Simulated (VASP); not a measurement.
An input for Ansatz (written as the equivalent of a VASP run, and not itself run):

Ansatz 0.2 input:
```yaml
crystal:
  lattice:
    - [4.0918410, 0.0000000, 0.0000000]
    - [0.0000000, 4.0918410, 0.0000000]
    - [0.0000000, 0.0000000, 4.0918410]
  atoms:
    - { symbol: Ba, position: [0.5000000, 0.5000000, 0.5000000] }
    - { symbol: Ti, position: [0.0000000, 0.0000000, 0.0000000] }
    - { symbol: O, position: [0.5000000, 0.0000000, 0.0000000] }
    - { symbol: O, position: [0.0000000, 0.5000000, 0.0000000] }
    - { symbol: O, position: [0.0000000, 0.0000000, 0.5000000] }
kpoints:
  mp_grid: { grid: [2, 2, 2] }
hamiltonian:
  xc: hse06
  pseudopotentials: { kind: paw }
scf:
  occupations: { method: gaussian, width: 0.01 }
  max_iter: 100
output: { forces: true, stress: true, eigenvalues: true }
```

### Question
Translate this input to VASP (INCAR, KPOINTS, POSCAR, choice of POTCAR).

### Answer
One answer among several that fit: 
File KPOINTS:
```
K-points
0
Gamma
  2 2 2
```

File POSCAR:
```
BaTiO3
4.0918410
  1.0000000000   0.0000000000   0.0000000000
  0.0000000000   1.0000000000   0.0000000000
  0.0000000000   0.0000000000   1.0000000000
Ba Ti O
1 1 3
Direct
  0.5000000000   0.5000000000   0.5000000000
  0.0000000000   0.0000000000   0.0000000000
  0.5000000000   0.0000000000   0.0000000000
  0.0000000000   0.5000000000   0.0000000000
  0.0000000000   0.0000000000   0.5000000000
```

### INCAR
```
SYSTEM = BaTiO3
PREC = Accurate
ENCUT = 400
EDIFF = 1E-6
NELM = 100
ALGO = Normal
LREAL = .FALSE.
LASPH = .TRUE.
ISMEAR = 0
SIGMA = 0.01
GGA = PE
HFSCREEN = 0.2
AEXX = 0.25
LHFCALC = .TRUE.
PRECFOCK = Fast
ISYM = 3
LMAXMIX = 4
LWAVE = .FALSE.
LCHARG = .FALSE.
ISIF = 2
```

POTCAR, in this order: Ba_sv Ti_sv O (PBE.64 set). Program: vasp_std.

What does not carry over: each code has its own PAW files, so the cut-off isn't converted (ENCUT is set for VASP's; basis.ecutwfc is left out, and Ansatz then takes the one that its files recommend); Ansatz stops its SCF on the density residual and VASP on the energy change (EDIFF); Ansatz's hse06 screens at 0.11 per bohr (0.208 per Å), slightly more than HFSCREEN = 0.2.

The structure comes from a computed database's BaTiO3 entry; how it stands against other phases isn't given here. The cell was not relaxed at this level. The k-mesh is coarse (spacing up to 0.77 per Å, 2π included), so the numbers may not be converged in it. The run is one of a series of settings (AEXX = 0.25, HFSCREEN = 0.2, ISYM = 3, LHFCALC = .TRUE., PRECFOCK = Fast, KPOINTS 2×2×2 Γ-centred mesh against the base run), some of them coarse on purpose.
